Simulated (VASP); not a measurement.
Runs of VASP 6.6.1 on InSb. The cell holds a slab with vacuum, 14 atoms: a = 6.478 Å, b = 4.581 Å, c = 18.742 Å, α = 90.00°, β = 90.00°, γ = 90.00°. 

| cell | vacuum (Å) | gap on the mesh (eV) | largest force (eV/Å) | work function (eV) |
| --- | --- | --- | --- | --- |
| Pmm2, 39.73 Å³/atom | 5 | none | 0.96 | - |
| Pmm2, 63.04 Å³/atom | - | none | 1.05 | 4.45 |
| Pmm2, 50.33 Å³/atom | 10 | none | 1.05 | (a) |
| Pmm2, 75.76 Å³/atom | 22 | none | 1.05 | 4.45 |

Alike in all rows: task work function; level PBEsol; potentials or basis VASP PAW PBE potentials, release 64 (In_d, Sb); no spin polarisation; k mesh 6 × 8 × 1; cutoff (eV) 520; smearing methfessel-paxton 0.1 eV.

Fill in the values left out.

(a) 4.43.

Caveats: the PAW data sets were made with another functional, which shifts forces and pressure a little.

A k mesh can miss the band edges, and the runs leave out spin-orbit coupling on In, Sb.

A gap of «none» marks a metal or a gap under the smearing width.
